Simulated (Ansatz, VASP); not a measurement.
## Two plane-wave programs on Si3Ge2Pt

The input INCAR:

```
ALGO = Normal
EDIFF = 1E-6
ENCUT = 520
GGA = PE
ISIF = 2
ISMEAR = 0
LASPH = True
LCHARG = False
LREAL = False
LWAVE = False
NBANDS = 34
NELM = 100
PREC = Accurate
SIGMA = 0.1
```

Contents of KPOINTS:

```
k-points
0
Gamma
  6 6 4
```

The input POSCAR:

```
Si3Ge2Pt
1.0
    5.2920319300      0.0000000000      0.0000000000
   -2.6460159700      4.5830340900      0.0000000000
    0.0000000000      0.0000000000      4.1230502600
Si Ge Pt
3 2 1
Direct
    0.5000000000      0.0000000000      0.5000000000
    0.0000000000      0.5000000000      0.5000000000
    0.5000000000      0.5000000000      0.5000000000
    0.3333333300      0.6666666700      0.0000000000
    0.6666666700      0.3333333300      0.0000000000
    0.0000000000      0.0000000000      0.0000000000
```

Input for Ansatz:

```yaml
crystal:
  lattice:
    - [5.29203193, 0.0, 0.0]
    - [-2.64601597, 4.58303409, 0.0]
    - [0.0, 0.0, 4.12305026]
  atoms:
    - { symbol: Si, position: [0.5, 0.0, 0.5] }
    - { symbol: Si, position: [0.0, 0.5, 0.5] }
    - { symbol: Si, position: [0.5, 0.5, 0.5] }
    - { symbol: Ge, position: [0.33333333, 0.66666667, 0.0] }
    - { symbol: Ge, position: [0.66666667, 0.33333333, 0.0] }
    - { symbol: Pt, position: [0.0, 0.0, 0.0] }
basis:
  ecutwfc: 420
kpoints:
  mp_grid: { grid: [6, 6, 4] }
hamiltonian:
  xc: pbe
scf:
  occupations: { method: gaussian, width: 0.1 }
  lower_state_search: "off"
output:
  forces: true
  stress: true
  eigenvalues: true
```

Change from the starting cell: species swapped into the LaCu2Ni3 type (P6/mmm, No. 191).

Alike in both runs: task single point; functional PBE; k mesh 6 × 6 × 4; occupations gaussian, width 0.1 eV; no spin polarisation.

|  | VASP | Ansatz |
| --- | --- | --- |
| version | VASP 6.6.1 | Ansatz 0.2.0 |
| potentials or method | VASP PAW PBE potentials, release 64 (Si, Ge_d, Pt) | scalar-relativistic, plane waves, PAW |
| plane-wave cutoff (eV) | 520 | 420 |
| valence electrons in the cell | 50 | 58 |

Ansatz gave:

- gap on the k mesh at the Fermi level (eV): none
- pressure (GPa): 6.5
- largest component of the traceless stress (GPa): 4.54

Question: Estimate VASP's values.

Answer: gap on the k mesh at the Fermi level (eV): none; pressure (GPa): 6.4; largest component of the traceless stress (GPa): 4.52.

A gap of «none» marks a metal or a gap that the smearing closes. The two sets of potentials don't hold the same shells in valence.

Caveats: the k mesh is coarse (spacing up to 0.38 Å⁻¹), so the values aren't converged. The runs have no spin-orbit coupling, so splittings on Pt are missing.
